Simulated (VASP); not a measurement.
**What goes wrong when Mo is relaxed with a bad input**

Aim: see how common mistakes in a VASP relaxation show up, on Mo. The starting structure is a measured crystal structure from the Crystallography Open Database. The first relaxation on each setting starts from this cell expanded by 3 % in volume.

Method: Kohn-Sham DFT with plane waves and PAW; PBEsol, in VASP 6.6.1.

### Step 1. The structure

It takes space group Im-3m (No. 229, cubic). The conventional cell has a = 3.146 Å, b = 3.146 Å, c = 3.146 Å, α = 90.00°, β = 90.00°, γ = 90.00°. Nearest to Mo lie 8 Mo at 2.72 Å.

As a file:

```xyz
1
Lattice="-1.5730 1.5730 1.5730 1.5730 -1.5730 1.5730 1.5730 1.5730 -1.5730" Properties=species:S:1:pos:R:3 pbc="T T T"
Mo    0.0000    0.0000    0.0000
```

### Step 2. Reference relaxation

This run starts from the cell of an earlier relaxation, which isn't shown; the restart sets up the plane waves anew.

INCAR reads:

```
SYSTEM = Mo
PREC = Accurate
ENCUT = 450
EDIFF = 1E-06
NELM = 100
ISMEAR = 1
SIGMA = 0.15
LREAL = .FALSE.
ALGO = Normal
GGA = PS
NBANDS = 13
LASPH = .TRUE.
LORBIT = 11
LWAVE = .FALSE.
LCHARG = .FALSE.
KPAR = 4
IBRION = 2
NSW = 50
ISIF = 3
EDIFFG = -0.006
```

POSCAR reads:

```
Mo
1.0
   -1.5659567346      1.5659567346      1.5659567346
    1.5659567346     -1.5659567346      1.5659567346
    1.5659567346      1.5659567346     -1.5659567346
Mo
1
Direct
    0.0000000000      0.0000000000      0.0000000000
```

KPOINTS reads:

```
Automatic mesh
0
Gamma
20 20 20
0 0 0
```

PAW data sets: Mo_sv (PBE family, release 64).

Command:

```sh
$ mpirun -np 4 vasp_std
```

Log:

```text
[banner, memory and clock lines left out]
running    4 mpi-ranks, on    1 nodes
 distrk:  each k-point on    1 cores,    4 groups
 distr:  one band on    1 cores,    1 groups

 POSCAR found type information on POSCAR Mo
 POSCAR found :  1 types and       1 ions
|                                                                             |
|               ----> ADVICE to this user running VASP <----                  |
|                                                                             |
|     You enforced a specific xc type in the INCAR file but a different       |
|     [... a line on the potential file left out ...]
|     I HOPE YOU KNOW WHAT YOU ARE DOING!                                     |
|                                                                             |

 LDA part: xc-table for (Slater+PW92), standard interpolation
 POSCAR, INCAR and KPOINTS ok, starting setup
 FFT: planning ... GRIDC
 FFT: planning ... GRID_SOFT
 FFT: planning ... GRID
 WAVECAR not read
 entering main loop
       N       E                     dE             d eps       ncg     rms          rms(c)
DAV:   1     0.809738838300E+02    0.80974E+02   -0.74551E+03  6772   0.999E+02
DAV:   2    -0.115650364288E+02   -0.92539E+02   -0.89150E+02  7571   0.291E+02
DAV:   3    -0.125333239372E+02   -0.96829E+00   -0.96520E+00  7486   0.297E+01
DAV:   4    -0.125354753674E+02   -0.21514E-02   -0.21512E-02  7491   0.168E+00
DAV:   5    -0.125354878273E+02   -0.12460E-04   -0.12461E-04  7556   0.114E-01    0.165E+01
DAV:   6    -0.118802546250E+02    0.65523E+00   -0.77898E-01  6836   0.108E+01    0.448E+00
DAV:   7    -0.117856381266E+02    0.94616E-01   -0.15004E-01  7396   0.450E+00    0.955E-01
DAV:   8    -0.117795966267E+02    0.60415E-02   -0.40032E-03  6906   0.799E-01    0.210E-01
DAV:   9    -0.117796124445E+02   -0.15818E-04   -0.85768E-05  7844   0.111E-01    0.880E-02
DAV:  10    -0.117796186934E+02   -0.62489E-05   -0.84319E-06  6931   0.333E-02    0.355E-03
DAV:  11    -0.117796188782E+02   -0.18474E-06   -0.68453E-08  3728   0.287E-03
   1 F= -.11779619E+02 E0= -.11779452E+02  d E =-.117796E+02
 curvature:   0.00 expect dE= 0.000E+00 dE for cont linesearch  0.000E+00
 trial: gam= 0.00000 g(F)=  0.243E-62 g(S)=  0.113E-04 ort = 0.000E+00 (trialstep = 0.100E+01)
 search vector abs. value=  0.113E-04
 bond charge predicted
       N       E                     dE             d eps       ncg     rms          rms(c)
DAV:   1    -0.117798927368E+02   -0.27404E-03   -0.59869E-03  6751   0.103E+00    0.196E-01
DAV:   2    -0.117796246434E+02    0.26809E-03   -0.41106E-04  6696   0.255E-01    0.327E-02
DAV:   3    -0.117796050153E+02    0.19628E-04   -0.61069E-05  7001   0.966E-02    0.295E-02
DAV:   4    -0.117796084150E+02   -0.33997E-05   -0.15350E-06  5986   0.129E-02    0.114E-03
DAV:   5    -0.117796084364E+02   -0.21421E-07   -0.11525E-07  3398   0.420E-03
   2 F= -.11779608E+02 E0= -.11779440E+02  d E =0.104418E-04
 trial-energy change:    0.000010  1 .order    0.000011   -0.000011    0.000033
 step:   0.2555(harm=  0.2555)  dis= 0.00000  next Energy=   -11.779620 (dE=-0.144E-05)
 bond charge predicted
       N       E                     dE             d eps       ncg     rms          rms(c)
DAV:   1    -0.117797785375E+02   -0.17012E-03   -0.33169E-03  6756   0.764E-01    0.145E-01
DAV:   2    -0.117796318869E+02    0.14665E-03   -0.22890E-04  6696   0.190E-01    0.243E-02
DAV:   3    -0.117796205879E+02    0.11299E-04   -0.33684E-05  6966   0.717E-02    0.218E-02
DAV:   4    -0.117796203889E+02    0.19905E-06   -0.84225E-07  5272   0.963E-03
   3 F= -.11779620E+02 E0= -.11779453E+02  d E =-.151073E-05
 curvature:  -0.13 expect dE=-0.228E-06 dE for cont linesearch -0.228E-06
 trial: gam= 0.00000 g(F)=  0.233E-61 g(S)=  0.179E-05 ort =-0.449E-05 (trialstep = 0.851E+00)
 search vector abs. value=  0.179E-05
 reached required accuracy - stopping structural energy minimisation
```

Elapsed: 8.8 s, on 4 MPI ranks of Intel Xeon 6975P-C (Granite Rapids), shared host; peak memory 0.59 GiB; 32 s of CPU time.

Lines that name or quote the potential files are left out of all logs, and their timing lines are given in words.

Parts of OUTCAR (step 2):

```text
ion  position               nearest neighbor table
   1  0.000  0.000  0.000-

  LATTYP: Found a body centered cubic cell.
 ALAT       =     3.1319134692

 Subroutine GETGRP returns: Found 48 space group operations
 (whereof 48 operations were pure point group operations)

The static configuration has the point symmetry O_h .

 Found    256 irreducible k-points:

   k-points           NKPTS =    256   k-points in BZ     NKDIM =    256   number of bands    NBANDS=     13

   dimension x,y,z NGX =    20 NGY =   20 NGZ =   20
   dimension x,y,z NGXF=    40 NGYF=   40 NGZF=   40

   ENCUT  =  450.0 eV  33.07 Ry    5.75 a.u.   4.69  4.69  4.69*2*pi/ulx,y,z

   NELECT =      14.0000    total number of electrons

 k-points in reciprocal lattice and weights: Automatic mesh
   0.00000000  0.00000000  0.00000000       0.000
   0.05000000  0.00000000  0.00000000       0.002
   0.10000000  0.00000000  0.00000000       0.002
   0.15000000  0.00000000  0.00000000       0.002
   0.20000000  0.00000000  0.00000000       0.002
   0.25000000  0.00000000  0.00000000       0.002
   0.30000000  0.00000000  0.00000000       0.002
   0.35000000  0.00000000  0.00000000       0.002
   0.40000000  0.00000000  0.00000000       0.002
[...]
0.50000000  0.50000000  0.45000000       0.002
   0.50000000  0.50000000  0.50000000       0.000

 average (electrostatic) potential at core
       1 -68.7449

 E-fermi :  12.7719

 k-point     1 :       0.0000    0.0000    0.0000
  band No.  band energies     occupation
    ...
      4     -21.6902      2.00000
      5       5.4103      2.00000
      6      11.3505      2.00000
      7      11.3505      2.00000
      8      11.3505      2.00000
      9      14.4319     -0.00000
     10      14.4319     -0.00000
     11      27.5889      0.00000
     12      27.5889      0.00000
     13      27.5889      0.00000

 k-point     2 :       0.0500    0.0000    0.0000
  band No.  band energies     occupation
    ...
      4     -21.6906      2.00000
      5       5.5243      2.00000
      6      11.2853      2.00000
      7      11.3404      2.00000
      8      11.4575      2.00000
      9      14.3327     -0.00000
     10      14.4332     -0.00000
     11      27.6772      0.00000
     12      27.7810      0.00000
     13      27.8240      0.00000

 k-point     3 :       0.1000    0.0000    0.0000
  band No.  band energies     occupation
    ...
      4     -21.6916      2.00000
      5       5.8527      2.00000
      6      11.1016      2.00000
      7      11.2971      2.00000
      8      11.7748      2.00000
      9      14.1011     -0.00000
     10      14.4409     -0.00000
     11      27.9015      0.00000
     12      28.3436      0.00000
     13      28.4350      0.00000

  Total        0.0035141      0.0035141      0.0035141      0.0000000     -0.0000000     -0.0000000
  in kB        0.3666584      0.3666584      0.3666584      0.0000000     -0.0000000     -0.0000000
  external PRESSURE =       0.3666584 kB  Pullay stress =       0.0000000 kB

  energy-cutoff  :      450.00
  volume of cell :       15.36
      direct lattice vectors                 reciprocal lattice vectors
    -1.565786247  1.565786247  1.565786247     0.000000000  0.319328389  0.319328389
     1.565786247 -1.565786247  1.565786247     0.319328389  0.000000000  0.319328389
     1.565786247  1.565786247 -1.565786247     0.319328389  0.319328389  0.000000000

 POSITION                                       TOTAL-FORCE (eV/Angst)
 -----------------------------------------------------------------------------------
      0.00000      0.00000      0.00000         0.000000     -0.000000     -0.000000
 -----------------------------------------------------------------------------------
    total drift:                                0.000000     -0.000000      0.000000

  FREE ENERGIE OF THE ION-ELECTRON SYSTEM (eV)
  ---------------------------------------------------
  free  energy   TOTEN  =       -11.7796203889 eV

  energy  without entropy=      -11.7791192700  energy(sigma->0) =      -11.77945335

 reached required accuracy - stopping structural energy minimisation

 total charge
# of ion       s       p       d       tot
------------------------------------------
    1        2.391   6.214   3.940  12.544

[... 3 further parts left out ...]
```

The PAW data sets were made with PBE, which is usual practice but a small mismatch for other functionals. The run keeps the 48 symmetry operations of its start, so it cannot find a distortion of lower symmetry.

The reference relaxation ends at 15.355 Å³ an atom.

### Step 3. Relaxation with too few electronic steps

A slip made on purpose: too few electronic steps. Against step 2 the input has NELM = 4 (also changed: NSW).

Edit INCAR of step 2 so:

```diff
@@ -4,3 +4,3 @@
 EDIFF = 1E-06
-NELM = 100
+NELM = 4
 ISMEAR = 1
@@ -17,3 +17,3 @@
 IBRION = 2
-NSW = 50
+NSW = 30
 ISIF = 3
```

POSCAR reads:

```
Mo
1.0
   -1.5886217258      1.5886217258      1.5886217258
    1.5886217258     -1.5886217258      1.5886217258
    1.5886217258      1.5886217258     -1.5886217258
Mo
1
Direct
    0.0000000000      0.0000000000      0.0000000000
```

KPOINTS is that of step 2.

Command:

```sh
$ mpirun -np 4 vasp_std
```

Log:

```text
[banner, memory and clock lines left out]
running    4 mpi-ranks, on    1 nodes
[...]
[... a notice as in an earlier step ...]

 LDA part: xc-table for (Slater+PW92), standard interpolation
 POSCAR, INCAR and KPOINTS ok, starting setup
[...]
entering main loop
       N       E                     dE             d eps       ncg     rms          rms(c)
DAV:   1     0.816363879764E+02    0.81636E+02   -0.74739E+03  6754   0.995E+02
DAV:   2    -0.115161078280E+02   -0.93152E+02   -0.89654E+02  7581   0.289E+02
DAV:   3    -0.125555110900E+02   -0.10394E+01   -0.10371E+01  7501   0.304E+01
DAV:   4    -0.125578007412E+02   -0.22897E-02   -0.22896E-02  7331   0.174E+00
|                                                                             |
|           W    W    AA    RRRRR   N    N  II  N    N   GGGG   !!!           |
|           W    W   A  A   R    R  NN   N  II  NN   N  G    G  !!!           |
|           W    W  A    A  R    R  N N  N  II  N N  N  G       !!!           |
[...]
|     EEEEE    RRRRRR   RRRRRR   O     O  RRRRRR       #       #       #      |
|     E        R   R    R   R    O     O  R   R                               |
|     E        R    R   R    R   O     O  R    R      ###     ###     ###     |
|     EEEEEEE  R     R  R     R  OOOOOOO  R     R     ###     ###     ###     |
|                                                                             |
|     Orbital orthonormalization failed in the inversion of matrix            |
|     LAPACK: Routine ZPOTRF failed! kpoint: 1 spin: 1                        |
|                                                                             |
|     Possible solutions for this issue are:                                  |
|     - Please check whether the atoms are too close to each other.           |
|     - Decreasing POTIM might help during relaxations or MDs.                |
|     - Deleting CHGCAR or WAVECAR if incompatible with the structure.        |
|     - Try calculating without symmetrizing (ISYM = 0 or ISYM = -1).         |
|     - As last resort: using a different PAW for some of the atoms.          |
|                                                                             |
|       ---->  I REFUSE TO CONTINUE WITH THIS SICK JOB ... BYE!!! <----       |
|                                                                             |

1
1
1
1
```

Wall time 6.8 s (4 MPI ranks).

VASP stopped with this message: “Orbital orthonormalization failed in the inversion of matrix LAPACK: Routine ZPOTRF failed! kpoint: 1 spin: 1”.

### Step 4. Relaxation with a smearing far too wide

A slip made on purpose: a smearing far too wide. Against step 2 the input has ISMEAR = 0 and SIGMA = 2 (also changed: NELM).

Edit INCAR of step 3 so:

```diff
@@ -4,5 +4,5 @@
 EDIFF = 1E-06
-NELM = 4
-ISMEAR = 1
-SIGMA = 0.15
+NELM = 60
+ISMEAR = 0
+SIGMA = 2
 LREAL = .FALSE.
@@ -17,3 +17,3 @@
 IBRION = 2
-NSW = 30
+NSW = 50
 ISIF = 3
```

POSCAR is that of step 3.

KPOINTS is that of step 3.

Command:

```sh
$ mpirun -np 4 vasp_std
```

Log:

```text
[... set-up lines as in an earlier step ...]
 entering main loop
       N       E                     dE             d eps       ncg     rms          rms(c)
DAV:   1     0.810073213975E+02    0.81007E+02   -0.74739E+03  6754   0.995E+02
DAV:   2    -0.122484776519E+02   -0.93256E+02   -0.89662E+02  7581   0.289E+02
DAV:   3    -0.132886832594E+02   -0.10402E+01   -0.10365E+01  7501   0.304E+01
DAV:   4    -0.132909953728E+02   -0.23121E-02   -0.23121E-02  7331   0.175E+00
[...]
DAV:   9    -0.126357393917E+02    0.34116E-05   -0.92977E-05  7801   0.116E-01    0.502E-02
DAV:  10    -0.126357480758E+02   -0.86841E-05   -0.64082E-06  6911   0.266E-02    0.439E-03
DAV:  11    -0.126357482654E+02   -0.18958E-06   -0.69449E-08  3718   0.254E-03
   1 F= -.12635748E+02 E0= -.11608400E+02  d E =-.126357E+02
[...]
N       E                     dE             d eps       ncg     rms          rms(c)
DAV:   1    -0.127220975252E+02   -0.86349E-01   -0.17368E+00  6736   0.172E+01    0.266E+00
[...]
DAV:   4    -0.126341942214E+02   -0.51957E-03   -0.42303E-04  6921   0.202E-01    0.146E-02
DAV:   5    -0.126341949687E+02   -0.74734E-06   -0.13693E-05  7631   0.447E-02    0.299E-03
DAV:   6    -0.126341951766E+02   -0.20790E-06   -0.12593E-07  3863   0.406E-03
   2 F= -.12634195E+02 E0= -.11573258E+02  d E =0.155309E-02
 trial-energy change:    0.001553  1 .order    0.001509   -0.003189    0.006207
 step:   0.3331(harm=  0.3394)  dis= 0.00000  next Energy=   -12.636278 (dE=-0.530E-03)
[...]
N       E                     dE             d eps       ncg     rms          rms(c)
DAV:   1    -0.126749946056E+02   -0.40800E-01   -0.76405E-01  6746   0.113E+01    0.196E+00
DAV:   2    -0.126382635904E+02    0.36731E-01   -0.59246E-02  6691   0.298E+00    0.331E-01
DAV:   3    -0.126360177029E+02    0.22459E-02   -0.74208E-03  7001   0.103E+00    0.287E-01
DAV:   4    -0.126362707118E+02   -0.25301E-03   -0.18245E-04  6921   0.135E-01    0.182E-02
DAV:   5    -0.126362739237E+02   -0.32119E-05   -0.12141E-05  7596   0.420E-02    0.228E-03
DAV:   6    -0.126362734879E+02    0.43583E-06   -0.15753E-07  3618   0.483E-03
   3 F= -.12636273E+02 E0= -.11597848E+02  d E =-.525222E-03
[...]
reached required accuracy - stopping structural energy minimisation
```

Elapsed: 11 s, on 4 MPI ranks; peak memory 0.59 GiB.

OUTCAR, selected parts (step 4):

```text
  Total       -0.0013515     -0.0013515     -0.0013515      0.0000000     -0.0000000     -0.0000000
  in kB       -0.1340650     -0.1340650     -0.1340650      0.0000000     -0.0000000     -0.0000000
  external PRESSURE =      -0.1340650 kB  Pullay stress =       0.0000000 kB

 POSITION                                       TOTAL-FORCE (eV/Angst)
 -----------------------------------------------------------------------------------
      0.00000      0.00000      0.00000        -0.000000     -0.000000     -0.000000
 -----------------------------------------------------------------------------------
    total drift:                                0.000000     -0.000000      0.000000

  FREE ENERGIE OF THE ION-ELECTRON SYSTEM (eV)
  ---------------------------------------------------
  free  energy   TOTEN  =       -12.6362734879 eV

  energy  without entropy=      -10.5594220663  energy(sigma->0) =      -11.59784778

[... 2 parts as in an earlier step ...]

[... 2 further parts left out ...]
[key lines of the parts left out:]
E-fermi :  11.8680
```

With a smearing far too wide the cell ends at 16.152 Å³ an atom, +5.19 % from the reference.

### Step 5. Relaxation with one electron too many

A slip made on purpose: one electron too many. Against step 2 the input has NELECT = 15 (also changed: NELM).

Edit INCAR of step 4 so:

```diff
@@ -5,4 +5,4 @@
 NELM = 60
-ISMEAR = 0
-SIGMA = 2
+ISMEAR = 1
+SIGMA = 0.15
 LREAL = .FALSE.
@@ -20 +20,2 @@
 EDIFFG = -0.006
+NELECT = 15
```

POSCAR is that of step 4.

KPOINTS is that of step 4.

Command:

```sh
$ mpirun -np 4 vasp_std
```

Log:

```text
[... set-up lines as in an earlier step ...]
 entering main loop
       N       E                     dE             d eps       ncg     rms          rms(c)
DAV:   1     0.101178102681E+03    0.10118E+03   -0.77523E+03  6754   0.104E+03
DAV:   2     0.219689493458E+01   -0.98981E+02   -0.94744E+02  7581   0.305E+02
DAV:   3     0.108351790979E+01   -0.11134E+01   -0.11091E+01  7501   0.322E+01
DAV:   4     0.108103018890E+01   -0.24877E-02   -0.24877E-02  7331   0.184E+00
DAV:   5     0.108101595800E+01   -0.14231E-04   -0.14232E-04  7661   0.125E-01BRMIX: very serious problems
 the old and the new charge density differ
 old charge density:    14.00000 new   15.00000
BRMIX: very serious problems
 the old and the new charge density differ
 old charge density:    14.00000 new   15.00000
BRMIX: very serious problems
 the old and the new charge density differ
 old charge density:    14.00000 new   15.00000
BRMIX: very serious problems
 the old and the new charge density differ
 old charge density:    14.00000 new   15.00000
    0.148E+01
[...]
DAV:   8     0.864017237655E+00    0.11172E-01   -0.10645E-02  6891   0.128E+00    0.110E+00
DAV:   9     0.869106826545E+00    0.50896E-02   -0.25620E-02  6826   0.203E+00    0.318E-01
DAV:  10     0.869310736633E+00    0.20391E-03   -0.11745E-03  6866   0.433E-01    0.103E-01
DAV:  11     0.869322804537E+00    0.12068E-04   -0.45475E-05  7306   0.812E-02    0.558E-03
DAV:  12     0.869322580418E+00   -0.22412E-06   -0.13573E-06  4863   0.135E-02
   1 F= 0.86932258E+00 E0= 0.86933943E+00  d E =0.869323E+00
[... from here on, the cycles between the ionic steps are left out ...]
   2 F= 0.80706418E+01 E0= 0.80749795E+01  d E =0.720132E+01
   3 F= -.29548176E+01 E0= -.29552669E+01  d E =-.382414E+01
   4 F= -.31970447E+01 E0= -.31975728E+01  d E =-.406637E+01
   5 F= -.34326266E+01 E0= -.34330686E+01  d E =-.430195E+01
   6 F= -.22646782E+01 E0= -.22635675E+01  d E =-.313400E+01
   7 F= -.34566946E+01 E0= -.34570922E+01  d E =-.432602E+01
   8 F= -.34659282E+01 E0= -.34662935E+01  d E =-.433525E+01
   9 F= -.34652628E+01 E0= -.34656229E+01  d E =-.433459E+01
  10 F= -.34659334E+01 E0= -.34662984E+01  d E =-.670613E-03
  11 F= -.34659382E+01 E0= -.34663028E+01  d E =-.675438E-03
[...]
reached required accuracy - stopping structural energy minimisation
```

Elapsed: 45 s, on 4 MPI ranks; peak memory 0.63 GiB; 2.9 min of CPU time.

(Continued in part 2 of 2.)

[Lines on the potential files, build, host, timing and source positions are cut from VASP's logs without a mark.]

[Logs are printed without paths, hosts, clocks, repeated set-up lines and the standing remarks that a program may print on its own settings, such as how far it seeks lower states.]

[Hosts, paths, dates, database ids (printed as entryN), source tags and the programs' standing remarks are cut or masked in the printed files.]
